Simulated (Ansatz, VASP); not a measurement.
# Cross-check of Pt between VASP and Ansatz, part 2 of 2

Aim: how closely do two programs agree when they are given the same cell, functional and k mesh? The cell is taken from a series of runs on this material, whose earlier steps may have relaxed, scaled, displaced or heated it; both programs get it as it stands.

VASP 6.6.1 and Ansatz 0.2.0.

So far: Set-up; Ansatz: elastic constants, LDA.

### 3. VASP: elastic constants, LDA

Level of this step: LDA; plane waves and PAW (Pt) (VASP).

The same cell, functional (in two slightly different forms), mesh and smearing now go to VASP, with its own data sets.

Lines of VASP's logs that name or quote its potential files are left out, and so is its time.

INCAR

```
SYSTEM = Pt
PREC = Accurate
ENCUT = 500
EDIFF = 1E-08
NELM = 120
ISMEAR = -1
SIGMA = 0.15
LREAL = .FALSE.
ALGO = Normal
GGA = CA
NBANDS = 11
LASPH = .TRUE.
LORBIT = 11
LWAVE = .FALSE.
LCHARG = .FALSE.
ISIF = 3
IBRION = 6
NFREE = 2
POTIM = 0.015
NSW = 1
GGA_COMPAT = .FALSE.
KPAR = 2
```

POSCAR

```
Pt
1.0
    0.0000000000      1.9485981392      1.9485981392
    1.9485981392      0.0000000000      1.9485981392
    1.9485981392      1.9485981392      0.0000000000
Pt
1
Direct
    0.0000000000      0.0000000000      0.0000000000
```

KPOINTS

```
Automatic mesh
0
Gamma
22 22 22
0 0 0
```

PAW data sets: Pt (LDA family, release 64).

Run with:

```bash
> mpirun -np 2 vasp_std
```

Numbers of over 12 decimals in the logs are rounded to 6 here.

The program printed:

```text
[banner, memory and clock lines left out]
running    2 mpi-ranks, on    1 nodes
 distrk:  each k-point on    1 cores,    2 groups
 distr:  one band on    1 cores,    1 groups

 POSCAR found type information on POSCAR Pt
 POSCAR found :  1 types and       1 ions
 LDA part: xc-table for (Slater(with rela. corr.)+CA(PZ))
 , standard interpolation
 POSCAR, INCAR and KPOINTS ok, starting setup
 FFT: planning ... GRIDC
 FFT: planning ... GRID_SOFT
 FFT: planning ... GRID
 WAVECAR not read
 entering main loop
       N       E                     dE             d eps       ncg     rms          rms(c)
DAV:   1     0.368176793405E+02    0.36818E+02   -0.52061E+03  7344   0.817E+02
DAV:   2    -0.740395388078E+01   -0.44222E+02   -0.42111E+02  8215   0.173E+02
DAV:   3    -0.799570891656E+01   -0.59176E+00   -0.58867E+00  8490   0.190E+01
DAV:   4    -0.799794927260E+01   -0.22404E-02   -0.22402E-02  8355   0.139E+00
DAV:   5    -0.799796656783E+01   -0.17295E-04   -0.17296E-04  8496   0.113E-01    0.141E+01
DAV:   6    -0.761507977079E+01    0.38289E+00   -0.87095E-01  7783   0.736E+00    0.728E+00
DAV:   7    -0.757031936475E+01    0.44760E-01   -0.14569E-01  8344   0.289E+00    0.265E+00
DAV:   8    -0.756574450770E+01    0.45749E-02   -0.61834E-03  7888   0.745E-01    0.557E-01
DAV:   9    -0.756557533382E+01    0.16917E-03   -0.12904E-04  8110   0.108E-01    0.120E-02
DAV:  10    -0.756557894748E+01   -0.36137E-05   -0.25444E-06  8697   0.109E-02    0.199E-03
DAV:  11    -0.756557901179E+01   -0.64304E-07   -0.49379E-08  8519   0.199E-03    0.127E-03
DAV:  12    -0.756557901440E+01   -0.26140E-08   -0.21327E-09  5006   0.258E-04
   1 F= -.75655790E+01 E0= -.75126018E+01  d E =-.105954E+00
[... from here on, the cycles between the ionic steps are left out ...]
   2 F= -.75627836E+01 E0= -.75088917E+01  d E =-.107784E+00
   3 F= -.75604406E+01 E0= -.75084520E+01  d E =-.103977E+00
   6 F= -.75627836E+01 E0= -.75088917E+01  d E =-.107784E+00
   7 F= -.75604406E+01 E0= -.75084520E+01  d E =-.103977E+00
   8 F= -.75645351E+01 E0= -.75116510E+01  d E =-.105768E+00
   9 F= -.75645352E+01 E0= -.75116511E+01  d E =-.105768E+00
  10 F= -.75645351E+01 E0= -.75116510E+01  d E =-.105768E+00
  11 F= -.75645351E+01 E0= -.75116511E+01  d E =-.105768E+00
  12 F= -.75645351E+01 E0= -.75116510E+01  d E =-.105768E+00
  13 F= -.75645351E+01 E0= -.75116511E+01  d E =-.105768E+00
  14 F= -.75655789E+01 E0= -.75126016E+01  d E =-.105954E+00
 Finite differences progress:
  Degree of freedom:   7/  7
  Displacement:        1/  2
  Total:              13/ 14
 bond charge predicted
       N       E                     dE             d eps       ncg     rms          rms(c)
DAV:   1    -0.756304841482E+01    0.25305E-02   -0.43180E+00  7216   0.126E+01    0.128E-01
DAV:   2    -0.756608360130E+01   -0.30352E-02   -0.35595E-02  8170   0.178E+00    0.805E-02
DAV:   3    -0.756557915817E+01    0.50444E-03   -0.16251E-03  8044   0.259E-01    0.746E-03
DAV:   4    -0.756557925922E+01   -0.10105E-06   -0.13201E-05  8505   0.328E-02    0.398E-03
DAV:   5    -0.756557891759E+01    0.34163E-06   -0.11270E-06  8395   0.794E-03    0.109E-03
DAV:   6    -0.756557886267E+01    0.54923E-07   -0.52145E-08  8443   0.181E-03    0.961E-05
DAV:   7    -0.756557886489E+01   -0.22252E-08   -0.10489E-09  4598   0.299E-04
  15 F= -.75655789E+01 E0= -.75126016E+01  d E =-.105954E+00
 Finite differences progress:
  Degree of freedom:   7/  7
  Displacement:        2/  2
  Total:              14/ 14
```

From OUTCAR (step 3):

```text
ion  position               nearest neighbor table
   1  0.000  0.000  0.000-

  LATTYP: Found a face centered cubic cell.
 ALAT       =     3.8971962784

 Subroutine GETGRP returns: Found 48 space group operations
 (whereof 48 operations were pure point group operations)

The static configuration has the point symmetry O_h .

 Found    328 irreducible k-points:

   k-points           NKPTS =    328   k-points in BZ     NKDIM =    328   number of bands    NBANDS=     11

   dimension x,y,z NGX =    20 NGY =   20 NGZ =   20
   dimension x,y,z NGXF=    40 NGYF=   40 NGZF=   40

   ENCUT  =  500.0 eV  36.75 Ry    6.06 a.u.   5.02  5.02  5.02*2*pi/ulx,y,z

   NELECT =      10.0000    total number of electrons

 k-points in reciprocal lattice and weights: Automatic mesh
   0.00000000  0.00000000  0.00000000       0.000
   0.04545455  0.00000000  0.00000000       0.001
   0.09090909  0.00000000  0.00000000       0.001
   0.13636364  0.00000000  0.00000000       0.001
   0.18181818  0.00000000  0.00000000       0.001
   0.22727273  0.00000000  0.00000000       0.001
   0.27272727  0.00000000  0.00000000       0.001
   0.31818182  0.00000000  0.00000000       0.001
   0.36363636  0.00000000  0.00000000       0.001
[...]
-0.27272727  0.45454545  0.22727273       0.002
  -0.27272727  0.50000000  0.22727273       0.001

 average (electrostatic) potential at core
       1 -62.7129

 E-fermi :  11.5388

 k-point     1 :       0.0000    0.0000    0.0000
  band No.  band energies     occupation
    ...
      2       7.5789      2.00000
      3       7.5789      2.00000
      4       7.5789      2.00000
      5       9.8383      1.99998
      6       9.8383      1.99998
      7      26.0792      0.00000
      8      31.1061      0.00000
      9      31.1061      0.00000
     10      31.1061      0.00000
     11      36.6280      0.00000

 k-point     2 :       0.0455    0.0000    0.0000
  band No.  band energies     occupation
    ...
      2       7.5394      2.00000
      3       7.6136      2.00000
      4       7.6136      2.00000
      5       9.8177      1.99998
      6       9.8177      1.99998
      7      26.2159      0.00000
      8      30.6475      0.00000
      9      31.2396      0.00000
     10      31.2396      0.00000
     11      37.1488      0.00000

 k-point     3 :       0.0909    0.0000    0.0000
  band No.  band energies     occupation
    ...
      2       7.4324      2.00000
      3       7.7095      2.00000
      4       7.7095      2.00000
      5       9.7677      1.99999
      6       9.7677      1.99999
      7      26.6023      0.00000
      8      29.6027      0.00000
      9      31.6326      0.00000
     10      31.6326      0.00000
     11      38.1588      0.00000

  Total        0.0698489      0.0698489      0.0698489      0.0000000     -0.0000000      0.0000000
  in kB        7.5626424      7.5626424      7.5626424      0.0000000     -0.0000000      0.0000000
  external PRESSURE =       7.5626424 kB  Pullay stress =       0.0000000 kB

  energy-cutoff  :      500.00
  volume of cell :       14.80
      direct lattice vectors                 reciprocal lattice vectors
     0.000000000  1.948598139  1.948598139    -0.256594723  0.256594723  0.256594723
     1.948598139  0.000000000  1.948598139     0.256594723 -0.256594723  0.256594723
     1.948598139  1.948598139  0.000000000     0.256594723  0.256594723 -0.256594723

 POSITION                                       TOTAL-FORCE (eV/Angst)
 -----------------------------------------------------------------------------------
     -0.01500      0.00000      0.00000         0.000000     -0.000000     -0.000000
 -----------------------------------------------------------------------------------
    total drift:                                0.000011      0.000000      0.000000

  FREE ENERGIE OF THE ION-ELECTRON SYSTEM (eV)
  ---------------------------------------------------
  free  energy   TOTEN  =        -7.5655788649 eV

  energy  without entropy=       -7.4596243749  energy(sigma->0) =       -7.51260162

  SYMMETRIZED ELASTIC MODULI (kBar)
 Direction    XX          YY          ZZ          XY          YZ          ZX
 --------------------------------------------------------------------------------
 XX        3808.0948   2680.6376   2680.6376     -0.0000     -0.0000     -0.0000
 YY        2680.6376   3808.0948   2680.6376      0.0000     -0.0000     -0.0000
 ZZ        2680.6376   2680.6376   3808.0948     -0.0000      0.0000      0.0000
 XY          -0.0000      0.0000     -0.0000   1009.8401      0.0000      0.0000
 YZ          -0.0000     -0.0000      0.0000      0.0000   1009.8401      0.0000
 ZX          -0.0000     -0.0000      0.0000      0.0000      0.0000   1009.8401
 --------------------------------------------------------------------------------

 Eigenvectors and eigenvalues of the dynamical matrix
 ----------------------------------------------------

   1 f  =    0.000000 THz     0.000000 2PiTHz    0.000000 cm-1     0.000000 meV
             X         Y         Z           dx          dy          dz
      0.000000  0.000000  0.000000     0.707107   -0.707107    0.000000

   2 f  =    0.000000 THz     0.000000 2PiTHz    0.000000 cm-1     0.000000 meV
             X         Y         Z           dx          dy          dz
      0.000000  0.000000  0.000000    -0.707107   -0.707107    0.000000

   3 f  =    0.000000 THz     0.000000 2PiTHz    0.000000 cm-1     0.000000 meV
             X         Y         Z           dx          dy          dz
      0.000000  0.000000  0.000000     0.000000    0.000000    1.000000

 ELASTIC MODULI CONTR FROM IONIC RELAXATION (kBar)
 Direction    XX          YY          ZZ          XY          YZ          ZX
 --------------------------------------------------------------------------------
 XX           0.0000      0.0000      0.0000      0.0000      0.0000      0.0000
 YY           0.0000      0.0000      0.0000      0.0000      0.0000      0.0000
 ZZ           0.0000      0.0000      0.0000      0.0000      0.0000      0.0000
 XY           0.0000      0.0000      0.0000      0.0000      0.0000      0.0000
 YZ           0.0000      0.0000      0.0000      0.0000      0.0000      0.0000
 ZX           0.0000      0.0000      0.0000      0.0000      0.0000      0.0000
 --------------------------------------------------------------------------------

 TOTAL ELASTIC MODULI (kBar)
 Direction    XX          YY          ZZ          XY          YZ          ZX
 --------------------------------------------------------------------------------
 XX        3808.0948   2680.6376   2680.6376     -0.0000     -0.0000     -0.0000
 YY        2680.6376   3808.0948   2680.6376      0.0000     -0.0000     -0.0000
 ZZ        2680.6376   2680.6376   3808.0948     -0.0000      0.0000      0.0000
 XY          -0.0000      0.0000     -0.0000   1009.8401      0.0000      0.0000
 YZ          -0.0000     -0.0000      0.0000      0.0000   1009.8401      0.0000
 ZX          -0.0000     -0.0000      0.0000      0.0000      0.0000   1009.8401
 --------------------------------------------------------------------------------

 total charge
# of ion       s       p       d       tot
------------------------------------------
    1        0.651   0.637   8.067   9.355

[... 3 further parts left out ...]
```

CONTCAR:

```
Pt
   1.00000000000000
     0.0000000000000000    1.9485981392000000    1.9485981392000000
     1.9485981392000000    0.0000000000000000    1.9485981392000000
     1.9485981392000000    1.9485981392000000    0.0000000000000000
  Pt
     1
Direct
     0.0038489208467987   -0.0038489208467987   -0.0038489208467987
```

The last energy, forces, stress and levels in OUTCAR belong to the last displaced cell, not to the cell of POSCAR.

Levels, forces or a CONTCAR printed for this step are those of its last displaced cell, not of the structure at rest.

### 4. Side by side

Known differences besides the potentials themselves: the two LDA forms differ slightly; the data sets hold 18 valence electrons in Ansatz (on its default PAW (the set named soft_2) files) and 10 in VASP; the cutoff is 420 eV in Ansatz and 500 eV in VASP; VASP's log shows a relativistic correction to its local exchange, Ansatz's none; VASP takes each elastic constant from one size of strain, Ansatz from those that its log lists. Total energies have different zeros and are not compared.

Compared:

```csv
quantity,Ansatz,VASP,difference
C11 (GPa),378.7,380.8,-0.54 %
C22 (GPa),378.7,380.8,-0.54 %
C33 (GPa),378.7,380.8,-0.54 %
C12 (GPa),265.4,268.1,-0.99 %
C13 (GPa),265.4,268.1,-0.99 %
C23 (GPa),265.4,268.1,-0.99 %
C44 (GPa),98.2,101.0,-2.75 %
C55 (GPa),98.2,101.0,-2.75 %
C66 (GPa),98.2,101.0,-2.75 %
```

### 5. Summary of results

```
difference in C44 (elastic constants, LDA) : -2.7 %
```

In words: The difference in C44 is -2.7 % (elastic constants, LDA), within the 5 % picked in this series as the mark of a large difference. The data sets hold unlike numbers of valence electrons (18 in Ansatz and 10 in VASP), so part of the differences comes from the potentials. How closely two codes agree says nothing of how well the functional describes the real material.

[Lines on the potential files, build, host, timing and source positions are cut from VASP's logs without a mark.]

[Logs are printed without paths, hosts, clocks, repeated set-up lines and the standing remarks that a program may print on its own settings, such as how far it seeks lower states.]

[Hosts, paths, dates, database ids (printed as entryN), source tags and the programs' standing remarks are cut or masked in the printed files.]
